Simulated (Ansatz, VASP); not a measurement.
# Ta10Al12O43 in two plane-wave programs

One calculation is typed for both programs; each brings its own data sets. How far apart do they land? The structure shown is frame 28 of Ansatz's trajectory.

Program: Ansatz 0.2.0. Level of theory: plane waves, with VASP 6.6.1 beside it; single point at LDA. Results are calculated unless marked as measured.

### Step 1. The starting structure

The cell holds 130 atoms: 24 Al, 86 O and 20 Ta. Its edges and angles: a = 11.595 Å, b = 11.595 Å, c = 11.595 Å, α = 90.0°, β = 90.0°, γ = 90.0°. 130 atoms (24 Al, 86 O, 20 Ta) packed at random and pushed apart as soft spheres at 6.01 g/cm^3; MD (Langevin at fixed volume unless said) with the MACE-MP-0b2 small potential (Batatia et al., arXiv:2401.00096), steps of 1.5 fs: 0.75 ps at 3400 K, 3400 to 2550 K in 0.45 ps, 2550 to 300 K in 4.5 ps; then atoms relaxed; then 150 steps at 300 K.

### Step 2. Ansatz: dynamics, LDA

Ansatz runs on its default PAW (the set named soft_2) files.

One frame of this run of dynamics is then solved in both programs, so the motion causes no difference.

input.yaml reads:

```yaml
crystal:
  lattice:
    - [11.59525, 0.0, 0.0]
    - [0.0, 11.59525, 0.0]
    - [0.0, 0.0, 11.59525]
  atoms:
    - { symbol: Al, position: [0.57156, 0.10424, 0.29745] }
    - { symbol: Al, position: [0.04584, 0.68836, 0.6451] }
    - { symbol: Al, position: [0.68785, 0.96358, 0.51705] }
    - { symbol: Al, position: [0.7412, 0.22104, 0.12876] }
    - { symbol: Al, position: [0.69388, 0.48543, 0.04824] }
    - { symbol: Al, position: [0.914, 0.08053, 0.80788] }
    - { symbol: Al, position: [0.8729, 0.85828, 0.6211] }
    - { symbol: Al, position: [0.51361, 0.74532, 0.42714] }
    - { symbol: Al, position: [0.9007, 0.71745, 0.85563] }
    - { symbol: Al, position: [0.66053, 0.84817, 0.2699] }
    - { symbol: Al, position: [0.18244, 0.61818, 0.48045] }
    - { symbol: Al, position: [0.30698, 0.58521, 0.10733] }
    - { symbol: Al, position: [0.57374, 0.36909, 0.26455] }
    - { symbol: Al, position: [0.71353, 0.29865, 0.86176] }
    - { symbol: Al, position: [0.49568, 0.5771, 0.89734] }
    - { symbol: Al, position: [0.92135, 0.50974, 0.50217] }
    - { symbol: Al, position: [0.53942, 0.61716, 0.17225] }
    - { symbol: Al, position: [0.41007, 0.52713, 0.36155] }
    - { symbol: Al, position: [0.24222, 0.53857, 0.80071] }
    - { symbol: Al, position: [0.62793, 0.72576, 0.69741] }
    - { symbol: Al, position: [0.03055, 0.23691, 0.64242] }
    - { symbol: Al, position: [0.7205, 0.52008, 0.77465] }
    - { symbol: Al, position: [0.45018, 0.56811, 0.6313] }
    - { symbol: Al, position: [0.98519, 0.02552, 0.46499] }
    - { symbol: O, position: [0.04372, 0.78249, 0.9639] }
    - { symbol: O, position: [0.30865, 0.61626, 0.58438] }
    - { symbol: O, position: [0.66668, 0.37425, 0.72844] }
    - { symbol: O, position: [0.39642, 0.55693, 0.78004] }
    - { symbol: O, position: [0.94581, 0.17366, 0.53868] }
    - { symbol: O, position: [0.58278, 0.47115, 0.15223] }
[... 94 atom lines left out ...]
    - { symbol: Ta, position: [0.22901, 0.86038, 0.33884] }
    - { symbol: Ta, position: [0.41493, 0.94813, 0.11777] }
    - { symbol: Ta, position: [0.29665, 0.13795, 0.40818] }
    - { symbol: Ta, position: [0.8274, 0.21952, 0.42225] }
    - { symbol: Ta, position: [0.65184, 0.78685, 0.97123] }
    - { symbol: Ta, position: [0.06722, 0.09411, 0.24146] }
kpoints:
  mp_grid: { grid: [1, 1, 1] }
hamiltonian:
  xc: lda
scf:
  occupations: { method: gaussian, width: 0.05 }
output:
  forces: true
  stress: true
md:
  timestep: 1.0
  n_steps: 84
  ensemble: nvt_nose_hoover
  temperature: 300
  initial_velocities: maxwell_boltzmann
  seed: 1354
```

Started as:

```bash
ansatz run input.yaml --threads 4 --pin off --max-ram 8192MiB --backend cpu --events-out ev --progress --plain --runs-dir out
```

Numbers of over 12 decimals in the logs are rounded to 6 here.

Log:

```text
Warning: md: disabling space-group detection — thermal motion breaks the input geometry's symmetry, so no spatial operation reduces the k-mesh or symmetrises the density; time reversal is kept, so that k and −k are solved as one point where they differ and the mesh holds both, and exact exchange and, on two spinor components, a DFT+U term hold to it where the run has them: on two components no moment then forms, and  [...]
Warning: output.stress: scf.convergence.dr2_threshold = 1e-7 eV (the SCF's general default) is looser than the 1.08e-8 eV advised for a printed stress (1e-10 eV for each atom of the cell: 130, of which 108 are counted). What an SCF threshold leaves in a stress goes as its square root, and in the free energy as the threshold itself, and one threshold admits the most on a small cell: [figures from the program's tests c [...]
Engine: ansatz 0.2.0, aarch64-unknown-linux-gnu
Pseudopotentials: kind: paw
Pseudopotential: Al, paw, valence charge 3, recommended cutoff 420 eV (normal), Al.paw.azcp
Pseudopotential: O, paw, valence charge 6, recommended cutoff 420 eV (normal), O.paw.azcp
Pseudopotential: Ta, paw, valence charge 13, recommended cutoff 420 eV (normal), Ta.paw.azcp
Functional definition: SPW92
  exchange = slater_x
  correlation = pw_c
Crystal: 130 atoms, lattice volume = 1558.979 Å³
Basis set: ecut = 420 eV, 30551 PW (Γ)
Bands: 554, of which v1, the nominal top of the filled ones, is band 424 counted from 1 (423 counted from 0)
Symmetry: 1 space group operations
k-points: 1
Non-local potential: Al, projectors of the file, l = 0: 2, l = 1: 2, l = 2: 1
Non-local potential: O, projectors of the file, l = 0: 2, l = 1: 2, l = 2: 1
Non-local potential: Ta, projectors of the file, l = 0: 3, l = 1: 2, l = 2: 2, l = 3: 1
PAW form: soft (Blöchl's): semilocal exchange-correlation on the pseudo side does not see the compensation charge
PAW frozen core: Al, regenerated for the run's functional, and the local potential with it (the file was generated under x = pbe(κ = 0.804, μ = 0.219515), c = pbe(β = 0.066725))
PAW frozen core: O, regenerated for the run's functional, and the local potential with it (the file was generated under x = pbe(κ = 0.804, μ = 0.219515), c = pbe(β = 0.066725))
PAW frozen core: Ta, regenerated for the run's functional, and the local potential with it (the file was generated under x = pbe(κ = 0.804, μ = 0.219515), c = pbe(β = 0.066725))
PAW one-centre angular grid: Al, 110 points (default); XC on 64 Gauss nodes
PAW one-centre angular grid: O, 110 points (default); XC on 64 Gauss nodes
PAW one-centre angular grid: Ta, 590 points (default); XC on 64 Gauss nodes
Initial density: superposition of atomic densities (neutral atoms: chi_scale 0, normalization atom), corrected by the library's trained network
Initial wavefunctions: pseudopotential atomic-orbital guess
Functional: x = slater, c = lda
SCF iter   1: F=—  HF=-253859.005555 eV  |F-HF|=—  |Δ(HF+E_count)|=         —  Δρ=1.81e-2  dr2=4.97e0  ethr=1.77e-3  ⟨swp⟩=6.0  Hψ=2096  notcnv=0  defer=81
preconditioner: auto → Resta (q_TF=auto, 2.465 Å⁻¹)  ε∞=5.0  [insulator: Δε(μ)=2.303 eV  Ē_g=12.301 eV  σ=0.050 eV  W_gap=1.00  n_scr=388 (ndim 8)  ℏωp=24.7 eV  f_vac=0.076  D(μ)=0.00/eV (n_scr^D=0)  ε∞_Penn≈5.0]
SCF iter   2: F=—  HF=-253857.938485 eV  |F-HF|=—  |Δ(HF+E_count)|=    1.07e0  Δρ=6.35e-3  dr2=4.08e-1  ethr=5.87e-4  ⟨swp⟩=2.0  Hψ=883  notcnv=0  defer=126
SCF iter   3: F=—  HF=-253857.852485 eV  |F-HF|=—  |Δ(HF+E_count)|=   8.60e-2  Δρ=2.50e-3  dr2=6.74e-2  ethr=4.81e-5  ⟨swp⟩=2.0  Hψ=733  notcnv=0  defer=126
SCF iter   4: F=—  HF=-253857.838340 eV  |F-HF|=—  |Δ(HF+E_count)|=   1.41e-2  Δρ=1.28e-3  dr2=2.45e-2  ethr=7.95e-6  ⟨swp⟩=2.0  Hψ=696  notcnv=0  defer=126
SCF iter   5: F=—  HF=-253857.833167 eV  |F-HF|=—  |Δ(HF+E_count)|=   5.17e-3  Δρ=2.68e-4  dr2=1.34e-3  ethr=2.89e-6  ⟨swp⟩=2.0  Hψ=716  notcnv=0  defer=126
[...]
SCF iter   7: F=—  HF=-253859.194569 eV  |F-HF|=—  |Δ(HF+E_count)|=   5.42e-7  Δρ=1.04e-5  dr2=1.78e-6  ethr=6.34e-10  ⟨swp⟩=2.0  Hψ=815  notcnv=0
SCF iter   8: F=—  HF=-253859.194569 eV  |F-HF|=—  |Δ(HF+E_count)|=   2.64e-7  Δρ=2.88e-6  dr2=1.49e-7  ethr=2.10e-10  ⟨swp⟩=2.0  Hψ=814  notcnv=0
SCF iter   9: F=-253859.194569 eV  HF=-253859.194569 eV  |F-HF|=3.19e-8  |Δ(HF+E_count)|=   1.37e-8  Δρ=1.85e-6  dr2=5.18e-8  ethr=1.18e-11  ⟨swp⟩=4.0  Hψ=1548  notcnv=0
SCF 85 converged in 9 iterations: F = -253859.194569 eV  dr2 = 5.18e-8
md step    84: t =    84.00 fs  T =   344.5 K  F+E_penalty+E_count = -253859.19456909 eV  E_kin = 5.744700 eV  conserved = -253852.83307050 eV  P_inst = -2.0105 GPa  (9 SCF iters)
SCF converged after 9 iterations
Free energy (F): -253859.194569 eV
Harris-Foulkes:  -253859.194569 eV  (|F-HF|=3.19e-8)
Internal energy: -253859.194569 eV  (E = F + TS)
E sigma→0 (E₀):  -253859.194569 eV
Fermi energy:    8.025283 eV
--- Per-component energies (eV) ---
  E_band       = -5775.418873
  E_kinetic    = 22975.359921
  E_local      = -61324.772717  (includes V_loc(G=0)·N_el)
  E_nonlocal   = 4963.004425
  E_hartree    = 23042.146403
  E_xc         = -11515.818044
  E_vxc        = -12801.892307  (∫ρ·V_xc dr)
  E_paw        = -186314.757269  (= ΣΔE_a)
  E_vpaw       = -5671.631826  (= ΣTr[D̂ρ^β])
  E_aug_tail   = 0.221379  (compensation charges beyond the density's cutoff)
  E_ewald      = -45699.429167
  E_core_change = 14.850500  (= ΣΔE_core)
  E_smearing   = -0.000000  (= −TS)
  E_closure    = -0.000000  (closes the sum)
  Σ components = -253859.194569   (vs F -253859.194569, Δ=0.00e0)
--- Forces (eV/Å), atoms counted from 1 ---
  atom   1  Al     0.29826045     1.11229400    -0.03991871
  atom   2  Al     1.60046916     0.65844077     1.07211984
  atom   3  Al     1.55528138     0.71119294    -0.67182587
  atom   4  Al    -0.92389631    -0.91774561    -0.26185351
  atom   5  Al     0.78385851     0.38026973    -0.28898871
  atom   6  Al    -1.46503865    -0.33257363     0.14792740
  atom   7  Al    -0.10022055     0.68161051    -0.18255944
  atom   8  Al    -0.49606226     0.03797320     0.53931417
  atom   9  Al     0.88085208     0.30813256    -0.65746677
  atom  10  Al     1.28114225     0.47837362     0.01022272
  atom  11  Al    -0.17767404     0.48286836    -0.31593870
  atom  12  Al    -0.26857933    -0.75369899    -0.21529231
  atom  13  Al     1.13066117     0.86281433     0.25628386
  atom  14  Al     0.01312207    -0.10092622     0.43780434
  atom  15  Al    -0.78837485     1.12354092     0.16354821
  atom  16  Al    -0.30535883     0.46982705     0.97530468
  atom  17  Al    -1.25031028    -0.44680236    -0.78726841
  atom  18  Al     0.21865137    -0.97854764    -0.09182501
  atom  19  Al     1.37217980    -0.44480501     0.54299204
  atom  20  Al     0.55924199     1.15395219     0.89403104
  atom  21  Al     0.01568761     0.52993357    -0.53741288
  atom  22  Al    -0.82534377    -1.60294163     0.10412790
  atom  23  Al    -1.42607036    -0.84575900    -0.70252007
  atom  24  Al     0.25957015    -0.82192436     1.02956376
[...]
atom 123  Ta    -1.22396017     0.55725654    -0.29584368
  atom 124  Ta    -0.22030288     0.13220760     0.17819924
  atom 125  Ta     1.14638201     0.10176094     1.43990559
  atom 126  Ta    -1.88335311    -0.36218471    -0.83711807
  atom 127  Ta    -0.57555777     0.72111638    -1.89188968
  atom 128  Ta    -0.32220251     0.68625247     0.27611972
  atom 129  Ta     0.38224341    -1.94257178    -0.82365676
  atom 130  Ta     1.77748398    -0.41384403    -1.33391298
  max |Σ_I F_I| component: 1.45e-4 eV/Å
--- Stress (GPa, compression-positive) ---
       -2.661863      -2.527558      -0.479981
       -2.527558      -2.581292       0.719552
       -0.479981       0.719552      -1.978195
  P = ⅓ Tr σ = -2.4071 GPa (-24.071 kbar)
--- MD trajectory: 84 steps, t = 0.0 → 84.0 fs ---
  final state: T = 344.5 K   F+E_penalty+E_count = -253859.19456909 eV   E_kin = 5.744700 eV
  conserved energy: peak-to-peak 5.351e-3 eV (4.116e-5 eV/atom) over 84.0 fs
```

Reading the cycles: dr2 is the Hartree energy of the density residual (eV), the measure of convergence; HF is the Harris–Foulkes estimate of the energy, which meets the free energy F at convergence.

### Step 3. VASP: single point, LDA

The same cell, functional (in two slightly different forms), mesh and smearing now go to VASP, with its own data sets.

Lines of VASP's logs that name or quote its potential files are left out, and so is its time.

INCAR reads:

```
SYSTEM = Ta10Al12O43
PREC = Accurate
ENCUT = 520
EDIFF = 1E-06
NELM = 120
ISMEAR = 0
SIGMA = 0.05
LREAL = Auto
ALGO = Normal
GGA = CA
NBANDS = 496
LASPH = .TRUE.
LORBIT = 11
LWAVE = .FALSE.
LCHARG = .FALSE.
ISIF = 2
GGA_COMPAT = .FALSE.
EFERMI = MIDGAP
NCORE = 4
```

POSCAR reads:

```
Ta10Al12O43
1.0
   11.5952500000      0.0000000000      0.0000000000
    0.0000000000     11.5952500000      0.0000000000
    0.0000000000      0.0000000000     11.5952500000
Al O Ta
24 86 20
Direct
    0.5721653263      0.0908475453      0.2985360385
    0.0534960436      0.6818999159      0.6466785968
    0.6938703348      0.9521485091      0.5194282141
    0.7405101227      0.2226687652      0.1301826179
    0.7010111899      0.4796878032      0.0497531317
    0.9145727776      0.0850606930      0.8108406460
    0.8675104030      0.8582307410      0.6330868243
    0.5097604623      0.7447014941      0.4261141416
    0.8971863479      0.7208727712      0.8547293073
    0.6624005520      0.8425519070      0.2709730277
    0.1867230116      0.6192966948      0.4759880123
    0.3094025571      0.5790388306      0.1043013303
    0.5652487010      0.3647355598      0.2674543455
    0.7110756560      0.2986309049      0.8588085639
    0.5018175546      0.5736918135      0.8942023673
    0.9158319139      0.5041115974      0.4939953860
    0.5301653694      0.6226083957      0.1556585671
    0.4052262780      0.5261206097      0.3627778616
    0.2430477997      0.5385653608      0.8054073866
    0.6379595093      0.7204070632      0.6997175568
    0.0469761325      0.2355792243      0.6402535521
    0.7195705138      0.5127530670      0.7754295940
    0.4419395873      0.5565382376      0.6209007999
    0.9805739419      0.0255449430      0.4686056790
    0.0508052866      0.7934887131      0.9708889416
    0.3039606736      0.6077316142      0.5888014489
    0.6708781613      0.3667363791      0.7290140359
    0.4016817231      0.5461891723      0.7870981652
    0.9383411311      0.1714926371      0.5381600224
    0.5937172549      0.4725210754      0.1628166706
[... 94 atom lines left out ...]
    0.2266014101      0.8634138979      0.3356201893
    0.4136693905      0.9511394752      0.1223259524
    0.2988292620      0.1378667989      0.4106854100
    0.8245014122      0.2215044954      0.4213190746
    0.6524568250      0.7881848171      0.9697677928
    0.0648713913      0.1013001013      0.2401759341
```

KPOINTS reads:

```
Automatic mesh
0
Gamma
1 1 1
0 0 0
```

Potentials, in the order of the species: Al, O and Ta_pv (LDA family, release 64).

Started as:

```bash
mpirun -np 16 vasp_gam
```

Log:

```text
[banner, memory and clock lines left out]
running   16 mpi-ranks, on    1 nodes
[...]
LDA part: xc-table for (Slater(with rela. corr.)+CA(PZ))
 , standard interpolation
 POSCAR, INCAR and KPOINTS ok, starting setup
[...]
entering main loop
       N       E                     dE             d eps       ncg     rms          rms(c)
DAV:   1     0.891073539135E+04    0.89107E+04   -0.49886E+05  1000   0.169E+03
DAV:   2    -0.504505004480E+03   -0.94152E+04   -0.90375E+04  1192   0.470E+02
DAV:   3    -0.140486874817E+04   -0.90036E+03   -0.89282E+03  1136   0.150E+02
DAV:   4    -0.142720692938E+04   -0.22338E+02   -0.22231E+02  1184   0.247E+01
[...]
DAV:  17    -0.121115164589E+04   -0.82757E-06   -0.60797E-05  1248   0.175E-02    0.109E-02
DAV:  18    -0.121115164647E+04   -0.58098E-06   -0.19514E-05  1032   0.762E-03    0.818E-03
DAV:  19    -0.121115164574E+04    0.73180E-06   -0.42082E-06   952   0.380E-03
   1 F= -.12111516E+04 E0= -.12111516E+04  d E =0.000000E+00
```

Parts of OUTCAR (step 3):

```text
  Total      -21.7199064    -16.0115578    -16.1019709    -10.3712184     -0.6894701     -2.5522414
  in kB      -22.3217470    -16.4552248    -16.5481432    -10.6585963     -0.7085748     -2.6229619
  external PRESSURE =     -18.4417050 kB  Pullay stress =       0.0000000 kB

 POSITION                                       TOTAL-FORCE (eV/Angst)
 -----------------------------------------------------------------------------------
      6.63440      1.05340      3.46160        -0.046670      2.884253      0.400028
[...]
6.67290      8.31680      3.23150        -0.740461     -0.519227     -0.773774
      2.06300      5.11200     10.51160        -0.587211      0.368002     -0.029452
      1.31720      1.31460      4.60020        -0.218780      0.529537      0.829288
      3.41490     10.96960      7.51570         0.470864      1.982158      0.122408
      7.24520      0.42770      7.26870        -0.703272      0.520206     -0.761733
     11.17540      9.03790      8.54000         0.106978      0.028176     -1.242829
      0.05840      4.24540      8.06100         0.372714     -0.004775     -1.264674
      5.28150      4.26000     11.21220         0.374499      0.984974      0.539910
      0.25640      3.58460     10.70470        -0.629309      0.293486      0.405409
      1.58260      8.39450      4.26890         0.772368     -1.497051     -0.025140
      0.25120      5.66610      1.40240         1.388119     -0.865923     -0.891887
      8.94620      7.61600      9.09470        -0.219115      0.127644     -0.474228
[...]
-----------------------------------------------------------------------------------
    total drift:                               -0.017777      0.001380      0.016158

  FREE ENERGIE OF THE ION-ELECTRON SYSTEM (eV)
  ---------------------------------------------------
  free  energy   TOTEN  =     -1211.1516457395 eV

  energy  without entropy=    -1211.1516457395  energy(sigma->0) =    -1211.15164574

[... 3 further parts left out ...]
[key lines of the parts left out:]
E-fermi :   3.8001
```

The run ends at a pressure of -1.84 GPa, with forces up to 3.1 eV/Å.

### Step 4. Differences

Known differences besides the potentials themselves: the two LDA forms differ slightly; the data sets hold 848 valence electrons in Ansatz (on its default PAW (the set named soft_2) files) and 808 in VASP; the cutoff is 420 eV in Ansatz and 520 eV in VASP (PREC = Accurate, projectors in real space); VASP's log shows a relativistic correction to its local exchange, Ansatz's none. Total energies have different zeros and are not compared.

Forces on 9 of the 130 atoms, those with the largest forces and the largest differences (eV/Å; atoms numbered as in POSCAR):

```
 atom          Ansatz x, y, z            VASP x, y, z
  Al1    -0.047, 2.771, 0.375    -0.047, 2.884, 0.400
  O46    -0.867, 0.791, 0.407    -1.008, 1.007, 0.544
  O80     0.296, 0.532, 0.431     0.374, 0.985, 0.540
Ta114   0.294, -2.132, -0.605   0.323, -2.542, -0.623
Ta119   -2.494, 0.701, -1.029   -2.543, 0.665, -1.285
Ta123   0.858, -2.092, -1.000   0.956, -2.160, -1.083
Ta126   2.701, -0.123, -0.490   2.693, -0.013, -0.422
Ta127  -2.254, -1.542, -0.971  -2.484, -1.572, -1.001
Ta129    -0.414, 0.950, 2.201    -0.386, 1.058, 2.248
```

The forces differ by 81 meV/Å r.m.s., which is 10.5 % of the r.m.s. force of 0.766 eV/Å (both taken over all components).

### Step 5. Outcome

```
r.m.s. force difference (single point, LDA) : 11 % of the r.m.s. force
```

**Reading.** The r.m.s. force difference is 11 % of the r.m.s. force (single point, LDA), beyond the 3 % picked in this series as the mark of a large difference. The data sets hold unlike numbers of valence electrons (848 in Ansatz and 808 in VASP), so part of the differences comes from the potentials. What causes the difference of the single point, LDA pair stays open here. 2 further runs of this series are not shown here. Such differences can come from data sets, numerical settings and the points named under the comparisons, not from the functional's error against experiment.

[Lines on the potential files, build, host, timing and source positions are cut from VASP's logs without a mark.]

[Logs are printed without paths, hosts, clocks, repeated set-up lines and the standing remarks that a program may print on its own settings, such as how far it seeks lower states.]

[Hosts, paths, dates, database ids (printed as entryN), source tags and the programs' standing remarks are cut or masked in the printed files.]
